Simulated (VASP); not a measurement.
# CsAs (Pm-3m) in VASP: further runs

The runs below take CsAs through relaxation of cell and atoms, with PBE, RPBE.

Program: VASP 6.6.1. These are calculated values, not measurements. Logs are shortened: lines on timing, memory, paths and dates and some standing lists are left out, and cuts for length are marked.

**1. The structure**

It takes space group Pm-3m (No. 221, cubic). The conventional cell has a = 4.295 Å, b = 4.295 Å, c = 4.295 Å, α = 90.00°, β = 90.00°, γ = 90.00°. Cs (site symmetry m-3m) has 8 As at 3.72 Å as nearest neighbours. Around As (site symmetry m-3m) lie 8 Cs at 3.72 Å.

The cell was built by a generator and needn't be a form met in nature.

**2. Relaxation of cell and atoms, PBE**

The input, INCAR:

```
ALGO = Normal
EDIFF = 1E-6
EDIFFG = -0.01
ENCUT = 600
GGA = PE
IBRION = 2
ISIF = 3
ISMEAR = 0
LASPH = T
LCHARG = F
LREAL = F
LWAVE = F
NELM = 80
NSW = 60
PREC = Accurate
SIGMA = 0.05
```

The input, KPOINTS:

```
k-points
0
Gamma
  6 6 6
```

The input, POSCAR:

```
CsAs
1.0
    4.2949400000      0.0000000000      0.0000000000
    0.0000000000      4.2949400000      0.0000000000
    0.0000000000      0.0000000000      4.2949400000
Cs As
1 1
Direct
    0.0000000000      0.0000000000      0.0000000000
    0.5000000000      0.5000000000      0.5000000000
```

Potentials or basis: VASP PAW PBE potentials, release 64 (Cs_sv, As).

Command:

```sh
$ cat potpaw_PBE.64/Cs_sv/POTCAR potpaw_PBE.64/As/POTCAR > POTCAR
$ mpirun -np 1 vasp_std > vasp.out
```

OUTCAR:

```text
EDIFF = 1E-6
   EDIFFG = -0.01
   ENCUT = 600
   GGA = PE
   IBRION = 2
   ISIF = 3
   ISMEAR = 0
   LASPH = T
   LREAL = F
   NELM = 80
   NSW = 60
   PREC = Accurate

 ion  position               nearest neighbor table
   1  0.000  0.000  0.000-
   2  0.500  0.500  0.500-

  LATTYP: Found a simple cubic cell.
 ALAT       =     4.2949400000

  Lattice vectors:

 A1 = (   4.2949400000,   0.0000000000,   0.0000000000)
 A2 = (   0.0000000000,   4.2949400000,   0.0000000000)
 A3 = (   0.0000000000,   0.0000000000,   4.2949400000)

Analysis of symmetry for initial positions (statically):
=====================================================================
 Subroutine PRICEL returns:
 Original cell was already a primitive cell.

 Routine SETGRP: Setting up the symmetry group for a
 simple cubic supercell.

 Subroutine GETGRP returns: Found 48 space group operations
 (whereof 48 operations were pure point group operations)
 out of a pool of 48 trial point group operations.

The static configuration has the point symmetry O_h .

Analysis of symmetry for dynamics (positions and initial velocities):
=====================================================================
 Subroutine PRICEL returns:
 Original cell was already a primitive cell.

 Routine SETGRP: Setting up the symmetry group for a
 simple cubic supercell.

 Subroutine GETGRP returns: Found 48 space group operations
 (whereof 48 operations were pure point group operations)
 out of a pool of 48 trial point group operations.

The dynamic configuration has the point symmetry O_h .

 Subroutine INISYM returns: Found 48 space group operations
 (whereof 48 operations are pure point group operations),
 and found     1 'primitive' translations

----------------------------------------------------------------------------------------

                                     Primitive cell

  volume of cell :      79.2267

  direct lattice vectors                    reciprocal lattice vectors
     4.294940000  0.000000000  0.000000000     0.232832123  0.000000000  0.000000000
     0.000000000  4.294940000  0.000000000     0.000000000  0.232832123  0.000000000
     0.000000000  0.000000000  4.294940000     0.000000000  0.000000000  0.232832123

  length of vectors
     4.294940000  4.294940000  4.294940000     0.232832123  0.232832123  0.232832123

  position of ions in fractional coordinates (direct lattice)
     0.000000000  0.000000000  0.000000000
     0.500000000  0.500000000  0.500000000

  ion indices of the primitive-cell ions
   primitive index   ion index
                 1           1
                 2           2

----------------------------------------------------------------------------------------

 KPOINTS: k-points

Automatic generation of k-mesh.
 Grid dimensions read from file:
 generate k-points for:    6    6    6

 Generating k-lattice:

  Cartesian coordinates                     Fractional coordinates (reciprocal lattice)
     0.038805354  0.000000000  0.000000000     0.166666667  0.000000000  0.000000000
     0.000000000  0.038805354  0.000000000     0.000000000  0.166666667  0.000000000
     0.000000000  0.000000000  0.038805354     0.000000000  0.000000000  0.166666667

  Length of vectors
     0.038805354  0.038805354  0.038805354

  Shift w.r.t. Gamma in fractional coordinates (k-lattice)
     0.000000000  0.000000000  0.000000000

 Subroutine IBZKPT returns following result:
 ===========================================

 Found     20 irreducible k-points:

 Following reciprocal coordinates:
            Coordinates               Weight
  0.000000  0.000000  0.000000      1.000000
  0.166667  0.000000  0.000000      6.000000
  0.333333  0.000000  0.000000      6.000000
  0.500000  0.000000  0.000000      3.000000
  0.166667  0.166667  0.000000     12.000000
[... 49 lines left out ...]
   EFERMI_NEDOS =   21; number of points for ismear=-14 and -15
   IALGO  =     38    algorithm
   IMIX   =      4    mixing-type and parameters
     AMIX     =   0.40;   BMIX     =  1.00
     AMIX_MAG =   1.60;   BMIX_MAG =  1.00
  volume/ion in A,a.u.               =      39.61       267.32
  Fermi-wavevector in a.u.,A,eV,Ry     =   0.918672  1.736038 11.482745  0.843958
  Thomas-Fermi vector in A             =   2.043780
   LORBIT       =      0    0 simple, 1 ext, 2 COOP (PROOUT), +10 PAW based schemes
   GGA     = PE    functional components
   LHFCALC =     F    Hartree Fock is set to
   AEXX    =    0.0000 exact exchange contribution
   IVDW    =     0    specifies the selected vdW correction
   LEPSILON=     F    determine dielectric tensor
   LRPA    =     F    only Hartree local field effects (RPA)
 conjugate gradient relaxation of ions
 non-spin polarized calculation
 Gauss-broadening in eV      SIGMA  =   0.05
  energy-cutoff  :      600.00
  volume of cell :       79.23
 maximum number of plane-waves:      2680
 NGX is ok and might be reduce to    36
   NGX = 17   NGY = 17   NGZ = 17

--------------------------------------- Ionic step        1  -------------------------------------------

 number of electron      14.0000002 magnetization

 Free energy of the ion-electron system (eV)
  ---------------------------------------------------
  ext. energy  EPLUGINS =         0.00000000
  ---------------------------------------------------
  free energy    TOTEN  =        -4.88891398 eV

  energy without entropy =       -4.87959585  energy(sigma->0) =       -4.88425491

------------------------ aborting loop because EDIFF is reached ----------------------------------------

  FORCE on cell =-STRESS in cart. coord.  units (eV):
  Direction    XX          YY          ZZ          XY          YZ          ZX
  --------------------------------------------------------------------------------------
  -------------------------------------------------------------------------------------
  Total       -0.0204582     -0.0204582     -0.0204582      0.0000000     -0.0000000      0.0000000
  in kB       -0.4137206     -0.4137206     -0.4137206      0.0000000     -0.0000000      0.0000000
  external PRESSURE =      -0.4137206 kB  Pullay stress =       0.0000000 kB

 VOLUME and BASIS-vectors are now :
 -----------------------------------------------------------------------------
  energy-cutoff  :      600.00
  volume of cell :       79.23
      direct lattice vectors                 reciprocal lattice vectors
     4.294940000  0.000000000  0.000000000     0.232832123  0.000000000  0.000000000
     0.000000000  4.294940000  0.000000000     0.000000000  0.232832123  0.000000000
     0.000000000  0.000000000  4.294940000     0.000000000  0.000000000  0.232832123

 POSITION                                       TOTAL-FORCE (eV/Angst)
 -----------------------------------------------------------------------------------
      0.00000      0.00000      0.00000         0.000000      0.000000      0.000000
      2.14747      2.14747      2.14747         0.000000      0.000000      0.000000
 -----------------------------------------------------------------------------------
    total drift:                                0.000000      0.000000      0.000000

  FREE ENERGIE OF THE ION-ELECTRON SYSTEM (eV)
  ---------------------------------------------------
  free  energy   TOTEN  =        -4.8889139769 eV

  energy  without entropy=       -4.8795958520  energy(sigma->0) =       -4.88425491

--------------------------------------- Ionic step        2  -------------------------------------------

 number of electron      14.0000002 magnetization

 Free energy of the ion-electron system (eV)
  ---------------------------------------------------
  ext. energy  EPLUGINS =         0.00000000
  ---------------------------------------------------
  free energy    TOTEN  =        -4.88893520 eV

  energy without entropy =       -4.87963563  energy(sigma->0) =       -4.88428542

 E-fermi :   1.3873     XC(G=0):  -8.2737

 val. band max:        1.3848678600   @ k =   0.3333   0.1667   0.0000
 cond. band min:       1.3920894769   @ k =   0.3333   0.3333   0.1667
 fundamental gap:      0.0072216169
 Fermi energy:         1.3872831062

 k-point     1 :       0.0000    0.0000    0.0000
  band No.  band energies     occupation
      1     -19.8407      2.00000
      2      -8.1647      2.00000
      3      -6.4670      2.00000
      4      -6.4670      2.00000
      5      -6.4670      2.00000
      6       1.9761      0.00000
      7       1.9761      0.00000
      8       1.9761      0.00000
      9       4.3923      0.00000
     10       4.3923      0.00000
     11       5.0744      0.00000
[... 253 lines left out ...]
 k-point    20 :       0.5000    0.5000    0.5000
  band No.  band energies     occupation
      1     -19.6955      2.00000
      2      -7.6077      2.00000
      3      -6.8966      2.00000
      4      -6.8966      2.00000
      5      -6.8966      2.00000
      6      -0.0866      2.00000
      7      -0.0866      2.00000
      8      -0.0866      2.00000
      9       8.6134      0.00000
     10       8.6134      0.00000
     11       8.6134      0.00000

------------------------ aborting loop because EDIFF is reached ----------------------------------------

  FORCE on cell =-STRESS in cart. coord.  units (eV):
  Direction    XX          YY          ZZ          XY          YZ          ZX
  --------------------------------------------------------------------------------------
  -------------------------------------------------------------------------------------
  Total       -0.0099528     -0.0099528     -0.0099528     -0.0000000      0.0000000      0.0000000
  in kB       -0.2015712     -0.2015712     -0.2015712     -0.0000000      0.0000000      0.0000000
  external PRESSURE =      -0.2015712 kB  Pullay stress =       0.0000000 kB

 VOLUME and BASIS-vectors are now :
 -----------------------------------------------------------------------------
  energy-cutoff  :      600.00
  volume of cell :       79.11
      direct lattice vectors                 reciprocal lattice vectors
     4.292820536 -0.000000000  0.000000000     0.232947078  0.000000000 -0.000000000
     0.000000000  4.292820536  0.000000000     0.000000000  0.232947078  0.000000000
     0.000000000 -0.000000000  4.292820536     0.000000000  0.000000000  0.232947078

 POSITION                                       TOTAL-FORCE (eV/Angst)
 -----------------------------------------------------------------------------------
      0.00000      0.00000      0.00000         0.000000     -0.000000      0.000000
      2.14641      2.14641      2.14641        -0.000000      0.000000      0.000000
 -----------------------------------------------------------------------------------
    total drift:                                0.000000      0.000000      0.000000

  FREE ENERGIE OF THE ION-ELECTRON SYSTEM (eV)
  ---------------------------------------------------
  free  energy   TOTEN  =        -4.8889352050 eV

  energy  without entropy=       -4.8796356336  energy(sigma->0) =       -4.88428542

 reached required accuracy - stopping structural energy minimisation
```

It took 22 s on 1 thread of Intel Xeon Platinum 8488C (Sapphire Rapids), shared host; peak memory 0.22 GiB.

What came out:

```
Free energy                            : -4.8889 eV
Relaxed volume                         : 39.55 Å³/atom
Relaxed cell                           : a = 4.293 Å, b = 4.293 Å, c = 4.293 Å, α = 90.00°, β = 90.00°, γ = 90.00°
Space group after relaxing (to 0.05 Å) : Pm-3m (No. 221)
Energy gained by relaxing              : 0.0 meV/atom
Ionic steps                            : 2
Pressure after relaxing                : 0.0 GPa
Band gap on the k mesh                 : none (metal or under the smearing width)
```

Final structure:
```xyz
2
Lattice="4.2928 0.0000 0.0000 0.0000 4.2928 0.0000 0.0000 0.0000 4.2928" Properties=species:S:1:pos:R:3 pbc="T T T"
Cs    0.0000    0.0000    0.0000
As    2.1464    2.1464    2.1464
```

Levels at points of the mesh, in eV from the Fermi level:
| k point | band 4 | band 5 | band 6 | band 7 | band 8 | band 9 | band 10 | band 11 |
| --- | --- | --- | --- | --- | --- | --- | --- | --- |
| (0.00, 0.00, 0.00) | -7.85 | -7.85 | 0.59 | 0.59 | 0.59 | 3.01 | 3.01 | 3.69 |
| (0.50, 0.00, 0.00) | -7.75 | -7.59 | -1.75 | 0.21 | 0.21 | 4.14 | 6.15 | 6.54 |
| (0.50, 0.50, 0.00) | -8.47 | -7.68 | -0.54 | -0.54 | 0.70 | 3.38 | 4.19 | 5.40 |
| (0.50, 0.50, 0.50) | -8.28 | -8.28 | -1.47 | -1.47 | -1.47 | 7.23 | 7.23 | 7.23 |

**3. Relaxation of cell and atoms, RPBE**

The input, INCAR:

```
  ALGO = Normal
  EDIFF = 1E-6
  EDIFFG = -0.005
  ENCUT = 600
  GGA = RP
  IBRION = 2
  ISIF = 3
  ISMEAR = 0
  LASPH = True
  LCHARG = False
  LREAL = False
  LWAVE = False
  NELM = 60
  NSW = 60
  PREC = Accurate
  SIGMA = 0.05
```

KPOINTS is that of step 2.

POSCAR is that of step 2.

Potentials or basis: VASP PAW PBE potentials, release 64 (Cs_sv, As).

Command:

```sh
$ cat potpaw_PBE.64/Cs_sv/POTCAR potpaw_PBE.64/As/POTCAR > POTCAR
$ mpirun -np 1 vasp_std > vasp.out
```

It took 52 s on 1 thread of Intel Xeon Platinum 8488C (Sapphire Rapids), shared host; peak memory 0.21 GiB.

The run converged. Its results:

```yaml
Free_energy: -4.3448 eV
Relaxed_volume: 43.73 Å³/atom
Relaxed_cell: a = 4.439 Å, b = 4.439 Å, c = 4.439 Å, α = 90.00°, β = 90.00°, γ = 90.00°
Space_group_after_relaxing_to_0.05_Å: Pm-3m (No. 221)
Energy_gained_by_relaxing: 14.9 meV/atom
Ionic_steps: 5
Pressure_after_relaxing: 0.0 GPa
Band_gap_on_the_k_mesh: none (metal or under the smearing width)
```

The path:
```tsv
step	energy change (eV)	largest force (eV/Å)	pressure (GPa)	volume (Å³)
1	0.0000	0.0000	1.27	79.23
2	-0.0212	0.0000	0.63	82.87
3	-0.0280	0.0000	-0.24	89.82
4	-0.0298	0.0000	-0.03	87.74
5	-0.0298	0.0000	0.01	87.47
```

Final structure:
```yaml
crystal:
  lattice:
    - [4.43897, 0.00000, 0.00000]
    - [0.00000, 4.43897, 0.00000]
    - [0.00000, 0.00000, 4.43897]
  atoms:
    - { symbol: Cs, position: [0.00000, 0.00000, 0.00000] }
    - { symbol: As, position: [0.50000, 0.50000, 0.50000] }
```

Levels at points of the mesh, in eV from the Fermi level:
```csv
k point,band 4,band 5,band 6,band 7,band 8,band 9,band 10,band 11
"(0.00, 0.00, 0.00)",-8.02,-8.02,0.48,0.48,0.48,3.26,3.26,3.38
"(0.50, 0.00, 0.00)",-7.95,-7.82,-1.52,0.23,0.23,4.30,6.07,6.19
"(0.50, 0.50, 0.00)",-8.46,-7.90,-0.55,-0.55,0.61,3.50,4.16,5.40
"(0.50, 0.50, 0.50)",-8.34,-8.34,-1.22,-1.22,-1.22,6.87,6.87,6.87
```

Caveat: the PAW data sets were made with another functional, which shifts forces and pressure a little. The run has no spin-orbit coupling, so splittings on Cs are missing.

**4. For comparison**

An earlier run on the cell as given: functional PBE; potentials or basis VASP PAW PBE potentials, release 64 (Cs_sv, As); cutoff 520 eV; k mesh 6 × 6 × 6; occupations fermi-dirac, width 0.05 eV; no spin polarisation.

* Pressure: 0.0 GPa
* Band gap on the k mesh: none (metal or under the smearing width)

**5. Summary**

```tsv
task	level	cell	cutoff (eV)	smearing	gap on the mesh (eV)	pressure (GPa)	relaxed volume (Å³/atom)
relaxation of cell and atoms	PBE	relaxed	600	gaussian 0.05 eV	none	0.0	39.55
relaxation of cell and atoms	RPBE	relaxed	600	gaussian 0.05 eV	none	0.0	43.73
single point	PBE	as given	520	fermi-dirac 0.05 eV	none	0.0	-
```

Alike in all rows: potentials or basis VASP PAW PBE potentials, release 64 (Cs_sv, As); no spin polarisation; k mesh 6 × 6 × 6.

Caveats: the PAW data sets were made with another functional, which shifts forces and pressure a little (some runs).

Total energies depend on the potentials used, so only differences within one code and one set of settings carry meaning.
